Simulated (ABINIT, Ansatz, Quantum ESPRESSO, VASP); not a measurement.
**GaGePt₆ (I-42m, 8 atoms in the cell) computed with different codes at matched settings**

Self-consistent single point.

```xyz
8
Lattice="-2.7605 2.7605 3.9762 2.7605 -2.7605 3.9762 2.7605 2.7605 -3.9762" Properties=species:S:1:pos:R:3 pbc="T T T"
Ga     0.0000     0.0000     0.0000
Ge     0.0000     0.0000     3.9762
Pt     1.0928     1.0928     5.9284
Pt     1.0928    -1.0928     2.0239
Pt     1.6677     1.6677     1.9522
Pt    -1.0928     1.0928     2.0239
Pt     0.0000     2.7605     0.0000
Pt     2.7605     0.0000     0.0000
```

All programs got the same cell, k-point mesh and kind of occupations (in Ansatz's words: kpoints.mp_grid.grid = 5 5 5; scf.occupations.method = gaussian; scf.occupations.width = 0.2 eV); potentials, basis and cutoffs are each program's usual ones.

```
code                                                                                       model  pressure (GPa)  largest force (eV/Å)   cutoff
----------------  ------------------------------------------------------------------------------  --------------  --------------------  -------
ABINIT            PBEsol, norm-conserving pseudopotentials (PseudoDojo nc-sr-04 PBEsol standard)           -3.99                 0.146  1143 eV
Quantum ESPRESSO           PBEsol, PseudoDojo standard norm-conserving (PBESOL) pseudopotentials           -3.97                 0.146    85 Ry
Ansatz                                                           PBEsol, PAW files made with PBE           -3.85                 0.135   420 eV
VASP                                                  PBEsol, VASP's PBE PAW potentials (set 64)           -4.65                 0.146   300 eV
```

The spread over the programs that give each value: pressure within 0.80 GPa; largest force within 0.011 eV/Å.

The starting cell comes from a database of computed structures (which also holds hypothetical and non-ambient phases and stackings), without a prior relaxation at this level. On Ansatz's run: Spin-orbit coupling is off. Spin polarisation is off. In the base run, with a pressure of about -4 GPa the cell is away from its equilibrium volume at this level.

**Question.** Why do the programs differ, and what cannot be compared?

**Answer.** Differences of this kind can come from the potentials, where these differ, and from what each basis and cutoff leave unconverged. The valence holds different numbers of electrons (ABINIT 135, Quantum ESPRESSO 135, Ansatz (an electronic-structure program) 135, VASP 87). The zero of total energies and Fermi levels follows the potentials and each program's conventions, so they are not compared here. Ansatz's pressure is given at a fixed set of plane waves, as the other plane-wave codes print theirs; with its correction for the finite basis it is -3.78 GPa.

VASP's run is marked for a possible Pulay error in its stress at this cutoff; no cutoff test was made.

Left out of this page: GPAW, CP2K, Elk, FLEUR and SIESTA (not drawn, or without a comparable value).

Keys are those of Ansatz 0.2.
